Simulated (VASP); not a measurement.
# CaAgPF (P4/nmm) in VASP: single point with r2SCAN

Aim: the single point of CaAgPF with r2SCAN.

All numbers are computed with VASP 6.6.1; they aren't measurements. Logs are shortened: lines on timing, memory, paths and dates and some standing lists are left out, and cuts for length are marked.

### 1 Starting point

The structure is tetragonal, space group P4/nmm (No. 129). The conventional cell has a = 4.055 Å, b = 4.055 Å, c = 9.007 Å, α = 90.00°, β = 90.00°, γ = 90.00°. Ca (site symmetry 4mm) has 4 F at 2.49 Å as nearest neighbours. Ag (site symmetry -4m2) is surrounded by 4 P at 2.48 Å. P (site symmetry 4mm) has 4 Ag at 2.48 Å as nearest neighbours. F (site symmetry -4m2) is surrounded by 4 Ca at 2.49 Å and 4 F at 2.87 Å.

The cell was built by a generator and needn't be a form met in nature.

### 2 Single point, r2SCAN

File POSCAR:

```
CaAgPF
1.0
    4.0545450000      0.0000000000      0.0000000000
    0.0000000000      4.0545450000      0.0000000000
    0.0000000000      0.0000000000      9.0068920000
Ca Ag P F
2 2 2 2
Direct
    0.5000000000      0.0000000000      0.1611900000
    0.0000000000      0.5000000000      0.8388100000
    0.0000000000      0.0000000000      0.5000000000
    0.5000000000      0.5000000000      0.5000000000
    0.0000000000      0.5000000000      0.3411000000
    0.5000000000      0.0000000000      0.6589000000
    0.0000000000      0.0000000000      0.0000000000
    0.5000000000      0.5000000000      0.0000000000
```

File INCAR.step1:

```
PREC     = Accurate       # precision mode
ENCUT    = 520            # plane-wave cutoff, eV
ISMEAR   = -5             # smearing method
SIGMA    = 0.0642         # smearing width, eV
LREAL    = False          # projectors in reciprocal space
LASPH    = True           # aspherical terms in the spheres
NELM     = 60             # most SCF steps
LMAXMIX  = 4              # l up to which the mixer works
NBANDS   = 43             # bands
GGA      = PE             # functional
ALGO     = Normal         # electronic algorithm
EDIFF    = 1E-4           # SCF threshold, eV
LWAVE    = True           # write WAVECAR
LCHARG   = False          # write CHGCAR
```

File INCAR.step2:

```
PREC     = Accurate       # precision mode
ENCUT    = 520            # plane-wave cutoff, eV
EDIFF    = 1E-7           # SCF threshold, eV
ISMEAR   = -1             # smearing method
SIGMA    = 0.0642         # smearing width, eV
LREAL    = False          # projectors in reciprocal space
LASPH    = True           # aspherical terms in the spheres
NELM     = 60             # most SCF steps
ALGO     = Normal         # electronic algorithm
ISIF     = 2              # what is computed and relaxed
LWAVE    = False          # write WAVECAR
LCHARG   = False          # write CHGCAR
LMAXMIX  = 4              # l up to which the mixer works
METAGGA  = R2SCAN         # meta-GGA
LMIXTAU  = True         
LORBIT   = 11             # projections on sites
NBANDS   = 43             # bands
ISTART   = 1
```

File KPOINTS:

```
Automatic mesh
0
Gamma
  8 8 4
```

Potentials or basis: VASP PAW PBE potentials, release 64 (Ca_sv, Ag, P, F).

Launch:

```bash
$ cat potpaw_PBE.64/Ca_sv/POTCAR potpaw_PBE.64/Ag/POTCAR potpaw_PBE.64/P/POTCAR potpaw_PBE.64/F/POTCAR > POTCAR
$ cp INCAR.step1 INCAR
$ mpirun -np 1 vasp_std > vasp.out
$ cp INCAR.step2 INCAR
$ mpirun -np 1 vasp_std > vasp.out
```

OUTCAR:

```text
PREC = Accurate
   ENCUT = 520
   EDIFF = 1E-7
   ISMEAR = -1
   LREAL = False
   LASPH = True
   NELM = 60
   ISIF = 2
   METAGGA = R2SCAN
   LORBIT = 11
   ISTART = 1

 ion  position               nearest neighbor table
   1  0.500  0.000  0.161-   7 2.49   8 2.49   8 2.49   7 2.49
   2  0.000  0.500  0.839-   7 2.49   8 2.49   7 2.49   8 2.49
   3  0.000  0.000  0.500-   5 2.48   6 2.48   5 2.48   6 2.48   4 2.87   4 2.87   4 2.87   4 2.87

   4  0.500  0.500  0.500-   5 2.48   6 2.48   6 2.48   5 2.48   3 2.87   3 2.87   3 2.87   3 2.87

   5  0.000  0.500  0.341-   3 2.48   4 2.48   3 2.48   4 2.48
   6  0.500  0.000  0.659-   3 2.48   4 2.48   4 2.48   3 2.48
   7  0.000  0.000  0.000-   1 2.49   2 2.49   2 2.49   1 2.49
   8  0.500  0.500  0.000-   1 2.49   2 2.49   1 2.49   2 2.49

  LATTYP: Found a simple tetragonal cell.
 ALAT       =     4.0545450000
 C/A-ratio  =     2.2214310114

  Lattice vectors:

 A1 = (   4.0545450000,   0.0000000000,   0.0000000000)
 A2 = (   0.0000000000,   4.0545450000,   0.0000000000)
 A3 = (   0.0000000000,   0.0000000000,   9.0068920000)

Analysis of symmetry for initial positions (statically):
=====================================================================
 Subroutine PRICEL returns:
 Original cell was already a primitive cell.

 Routine SETGRP: Setting up the symmetry group for a
 simple tetragonal supercell.

 Subroutine GETGRP returns: Found 16 space group operations
 (whereof  8 operations were pure point group operations)
 out of a pool of 16 trial point group operations.

The static configuration has the point symmetry D_2d.
 The point group associated with its full space group is D_4h.

Analysis of symmetry for dynamics (positions and initial velocities):
=====================================================================
 Subroutine PRICEL returns:
 Original cell was already a primitive cell.

 Routine SETGRP: Setting up the symmetry group for a
 simple tetragonal supercell.

 Subroutine GETGRP returns: Found 16 space group operations
 (whereof  8 operations were pure point group operations)
 out of a pool of 16 trial point group operations.

The dynamic configuration has the point symmetry D_2d.
 The point group associated with its full space group is D_4h.

 Subroutine INISYM returns: Found 16 space group operations
 (whereof  8 operations are pure point group operations),
 and found     1 'primitive' translations

----------------------------------------------------------------------------------------

                                     Primitive cell

  volume of cell :     148.0673

  direct lattice vectors                    reciprocal lattice vectors
     4.054545000  0.000000000  0.000000000     0.246636799  0.000000000  0.000000000
     0.000000000  4.054545000  0.000000000     0.000000000  0.246636799  0.000000000
     0.000000000  0.000000000  9.006892000     0.000000000  0.000000000  0.111026090

  length of vectors
     4.054545000  4.054545000  9.006892000     0.246636799  0.246636799  0.111026090

  position of ions in fractional coordinates (direct lattice)
     0.500000000  0.000000000  0.161190000
     0.000000000  0.500000000  0.838810000
     0.000000000  0.000000000  0.500000000
     0.500000000  0.500000000  0.500000000
     0.000000000  0.500000000  0.341100000
     0.500000000  0.000000000  0.658900000
     0.000000000  0.000000000  0.000000000
     0.500000000  0.500000000  0.000000000

  ion indices of the primitive-cell ions
   primitive index   ion index
                 1           1
                 2           2
                 3           3
                 4           4
                 5           5
                 6           6
                 7           7
                 8           8

----------------------------------------------------------------------------------------

 KPOINTS: Automatic mesh

Automatic generation of k-mesh.
 Grid dimensions read from file:
 generate k-points for:    8    8    4

 Generating k-lattice:

  Cartesian coordinates                     Fractional coordinates (reciprocal lattice)
     0.030829600  0.000000000  0.000000000     0.125000000  0.000000000  0.000000000
     0.000000000  0.030829600  0.000000000     0.000000000  0.125000000  0.000000000
     0.000000000  0.000000000  0.027756522     0.000000000  0.000000000  0.250000000

  Length of vectors
     0.030829600  0.030829600  0.027756522

  Shift w.r.t. Gamma in fractional coordinates (k-lattice)
     0.000000000  0.000000000  0.000000000

 Subroutine IBZKPT returns following result:
 ===========================================

 Found     45 irreducible k-points:

 Following reciprocal coordinates:
            Coordinates               Weight
  0.000000  0.000000  0.000000      1.000000
  0.125000  0.000000  0.000000      4.000000
  0.250000  0.000000  0.000000      4.000000
  0.375000  0.000000  0.000000      4.000000
  0.500000  0.000000  0.000000      2.000000
  0.125000  0.125000  0.000000      4.000000
[... 16 lines left out ...]
  0.375000  0.125000  0.250000     16.000000
  0.500000  0.125000  0.250000      8.000000
 [... further k-points ...]
   k-points           NKPTS =     45   k-points in BZ     NKDIM =     45   number of bands    NBANDS=     43
   number of dos      NEDOS =    301   number of ions     NIONS =      8
   total plane-waves  NPLWV =  63000
   dimension x,y,z NGX =    30 NGY =   30 NGZ =   70
   dimension x,y,z NGXF=    60 NGYF=   60 NGZF=  140
   ions per type =               2   2   2   2
   NGX,Y,Z   is equivalent  to a cutoff of  12.30, 12.30, 12.92 a.u.
   NGXF,Y,Z  is equivalent  to a cutoff of  24.60, 24.60, 25.84 a.u.
 SYSTEM =  unknown system
   PREC   = accura    normal or accurate (medium, high low for compatibility)
   ISTART =      1    job   : 0-new  1-cont  2-samecut
   ICHARG =      0    charge: 1-file 2-atom 10-const
   ISPIN  =      1    spin polarized calculation?
   LNONCOLLINEAR =      F non collinear calculations
   LSORBIT =      F    spin-orbit coupling
   LASPH  =      T    aspherical Exc in radial PAW
   ENCUT  =  520.0 eV  38.22 Ry    6.18 a.u.   7.54  7.54 16.75*2*pi/ulx,y,z
   NELM   =     60;   NELMIN=  2; NELMDL=  0     # of ELM steps
   EDIFF  = 0.1E-06   stopping-criterion for ELM
   LREAL  =      F    real-space projection
   EDIFFG = 0.1E-05   stopping-criterion for IOM
   NSW    =      0    number of steps for IOM
   IBRION =     -1    ionic relax: 0-MD 1-quasi-New 2-CG
   NFREE  =      0    steps in history (QN), initial steepest desc. (CG)
   ISIF   =      2    stress and relaxation
   ISYM   =      2    0-nonsym 1-usesym 2-fastsym
   POTIM  = 0.5000    time-step for ionic-motion
   TEBEG  =    0.0;   TEEND  =   0.0 temperature during run
   PSTRESS=    0.0 pullay stress
   NELECT =      66.0000    total number of electrons
   NUPDOWN=      -1.0000    fix difference up-down
   EMIN   =  10.00;   EMAX   =-10.00  energy-range for DOS
   EFERMI =   0.00;   METHOD = LEGACY
   ISMEAR =    -1;   SIGMA  =   0.06  broadening in eV -4-tet -1-fermi 0-gaus
   EFERMI_NEDOS =   21; number of points for ismear=-14 and -15
   IALGO  =     38    algorithm
   IMIX   =      4    mixing-type and parameters
     AMIX     =   0.40;   BMIX     =  1.00
     AMIX_MAG =   1.60;   BMIX_MAG =  1.00
  volume/ion in A,a.u.               =      18.51       124.90
  Fermi-wavevector in a.u.,A,eV,Ry     =   1.250556  2.363208 21.278013  1.563890
  Thomas-Fermi vector in A             =   2.384545
   LORBIT       =     11    0 simple, 1 ext, 2 COOP (PROOUT), +10 PAW based schemes
   METAGGA = R2SCAN    functional components
   LHFCALC =     F    Hartree Fock is set to
   AEXX    =    0.0000 exact exchange contribution
   IVDW    =     0    specifies the selected vdW correction
   LEPSILON=     F    determine dielectric tensor
   LRPA    =     F    only Hartree local field effects (RPA)
 non-spin polarized calculation
  energy-cutoff  :      520.00
  volume of cell :      148.07
 maximum number of plane-waves:      4018
   NGX = 15   NGY = 15   NGZ = 33

 number of electron      65.9999986 magnetization

 Free energy of the ion-electron system (eV)
  ---------------------------------------------------
  ext. energy  EPLUGINS =         0.00000000
  ---------------------------------------------------
  free energy    TOTEN  =       -94.47646693 eV

  energy without entropy =      -94.42945342  energy(sigma->0) =      -94.45296018

 E-fermi :   4.7938     XC(G=0): -10.5223

 val. band max:        4.7835857256   @ k =   0.3750   0.0000   0.2500
 cond. band min:       4.8057382466   @ k =   0.3750   0.0000   0.5000
 fundamental gap:      0.0221525210
 Fermi energy:         4.7937829812

 k-point     1 :       0.0000    0.0000    0.0000
  band No.  band energies     occupation
      1     -38.1176      2.00000
      2     -38.1094      2.00000
      3     -20.5217      2.00000
      4     -19.9566      2.00000
      5     -18.2032      2.00000
      6     -18.1966      2.00000
[... 35 lines left out ...]
     42      10.0221      0.00000
     43      10.1492      0.00000

 k-point     2 :       0.1250    0.0000    0.0000
  band No.  band energies     occupation
      1     -38.1168      2.00000
      2     -38.1092      2.00000
      3     -20.5096      2.00000
      4     -19.9921      2.00000
      5     -18.2046      2.00000
      6     -18.1950      2.00000
[... 1004 lines left out ...]
 k-point    24 :       0.5000    0.1250    0.2500
  band No.  band energies     occupation
      1     -38.1094      2.00000
      2     -38.1094      2.00000
      3     -20.3215      2.00000
      4     -20.3215      2.00000
      5     -18.2108      2.00000
      6     -18.2108      2.00000
[... 35 lines left out ...]
     42       9.6608      0.00000
     43       9.9219      0.00000

 [... further k-points ...]
[... 5 lines left out ...]
  --------------------------------------------------------------------------------------
  -------------------------------------------------------------------------------------
  Total       -0.6303842     -0.6303842     -2.7840911      0.0000000      0.0000000      0.0000000
  in kB       -6.8211358     -6.8211358    -30.1255387      0.0000000      0.0000000      0.0000000
  external PRESSURE =     -14.5892701 kB  Pullay stress =       0.0000000 kB

 VOLUME and BASIS-vectors are now :
 -----------------------------------------------------------------------------
  energy-cutoff  :      520.00
  volume of cell :      148.07
      direct lattice vectors                 reciprocal lattice vectors
     4.054545000  0.000000000  0.000000000     0.246636799  0.000000000  0.000000000
     0.000000000  4.054545000  0.000000000     0.000000000  0.246636799  0.000000000
     0.000000000  0.000000000  9.006892000     0.000000000  0.000000000  0.111026090

 POSITION                                       TOTAL-FORCE (eV/Angst)
 -----------------------------------------------------------------------------------
      2.02727      0.00000      1.45182        -0.000000     -0.000000     -0.968825
      0.00000      2.02727      7.55507         0.000000      0.000000      0.968825
      0.00000      0.00000      4.50345         0.000000     -0.000000      0.000000
      2.02727      2.02727      4.50345        -0.000000      0.000000      0.000000
      0.00000      2.02727      3.07225         0.000000     -0.000000     -1.393059
      2.02727      0.00000      5.93464         0.000000      0.000000      1.393059
      0.00000      0.00000      0.00000         0.000000     -0.000000      0.000000
      2.02727      2.02727      0.00000         0.000000      0.000000      0.000000
 -----------------------------------------------------------------------------------
    total drift:                                0.000000      0.000000      0.000000

  FREE ENERGIE OF THE ION-ELECTRON SYSTEM (eV)
  ---------------------------------------------------
  free  energy   TOTEN  =       -94.4764669306 eV

  energy  without entropy=      -94.4294534245  energy(sigma->0) =      -94.45296018

 total charge

# of ion       s       p       d       tot
------------------------------------------
    1        2.011   5.842   0.156   8.009
    2        2.011   5.842   0.156   8.009
    3        0.467   0.488   9.127  10.081
    4        0.467   0.488   9.127  10.081
    5        1.029   1.444   0.000   2.473
    6        1.029   1.444   0.000   2.473
    7        1.735   4.379   0.000   6.114
    8        1.735   4.379   0.000   6.114
--------------------------------------------------
tot         10.484  24.305  18.565  53.353
```

Wall time 9.2 min (1 thread of Intel Xeon 6975P-C (Granite Rapids), shared host); peak memory 0.43 GiB.

What came out:

* Free energy: -94.4765 eV
* Pressure: -1.5 GPa
* Largest force: 1.393 eV/Å
* Band gap on the k mesh: none (metal or under the smearing width)
* Valence electrons inside the program's atomic spheres: Ca 8.01; Ag 10.08; P 2.47; F 6.11

Forces on the atoms (eV/Å):
```
Ca   0.000  0.000 -0.969
Ca   0.000  0.000  0.969
Ag   0.000  0.000  0.000
Ag   0.000  0.000  0.000
P    0.000  0.000 -1.393
P    0.000  0.000  1.393
F    0.000  0.000  0.000
F    0.000  0.000  0.000
```

Levels at points of the mesh, in eV from the Fermi level:
| k point | band 29 | band 30 | band 31 | band 32 | band 33 | band 34 | band 35 | band 36 | band 37 | band 38 |
| --- | --- | --- | --- | --- | --- | --- | --- | --- | --- | --- |
| (0.00, 0.00, 0.00) | -2.60 | -1.63 | -1.63 | 0.20 | 1.06 | 1.06 | 2.37 | 2.88 | 3.09 | 3.49 |
| (0.50, 0.00, 0.00) | -3.77 | -3.77 | -0.39 | -0.39 | 0.25 | 0.25 | 3.37 | 3.37 | 3.82 | 3.82 |
| (0.50, 0.50, 0.00) | -2.46 | -2.46 | -2.34 | -2.34 | -2.19 | -2.19 | 3.47 | 3.47 | 4.26 | 4.26 |
| (0.00, 0.00, 0.50) | -2.33 | -1.62 | -1.62 | -0.17 | 1.05 | 1.05 | 2.87 | 2.89 | 3.11 | 3.37 |
| (0.50, 0.00, 0.50) | -3.85 | -3.85 | -0.28 | -0.28 | 0.26 | 0.26 | 3.37 | 3.37 | 3.79 | 3.79 |
| (0.50, 0.50, 0.50) | -2.49 | -2.49 | -2.32 | -2.32 | -2.18 | -2.18 | 3.59 | 3.59 | 4.27 | 4.27 |

Caveat: the PAW data sets were made with another functional, which shifts forces and pressure a little.
